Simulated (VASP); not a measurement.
```
CELL_PARAMETERS angstrom
      0.00000     3.00762     3.00762
      3.00762     0.00000     3.00762
     12.03320    12.03320    -0.00273
ATOMIC_POSITIONS crystal
  Cd 0.01009 0.01009 0.99244
  Cd 0.00322 0.00322 0.24759
  Cd 0.99715 0.99715 0.50213
  Cd 0.98972 0.98972 0.75771
  Se 0.25533 0.25533 0.05850
  Se 0.24937 0.24937 0.31297
  Se 0.24264 0.24264 0.56802
  S  0.25248 0.25248 0.81064
```

Level of theory: PBEsol GGA, VASP's PBE PAW potentials (set 64) (plane waves; VASP). Numerical set-up: 400 eV cut-off, 7×7×2 Γ-centred mesh, tetrahedra with Blöchl corrections, potentials Cd Se S.

Question: Estimate the energy per atom (σ→0), band gap (on the k-mesh) with the smallest direct gap where there is one.

Answer: 
```yaml
band gap (on the k-mesh): 0.52 eV
smallest direct gap (on the k-mesh): 0.52 eV
energy per atom (σ→0): -3.161 eV/atom
```

The absolute energy has meaning only against runs of the same code, potentials and settings.

The structure was generated: Cd4SSe3 was put into an ordered model structure (R3m), which need not be its known phase. It was relaxed first.
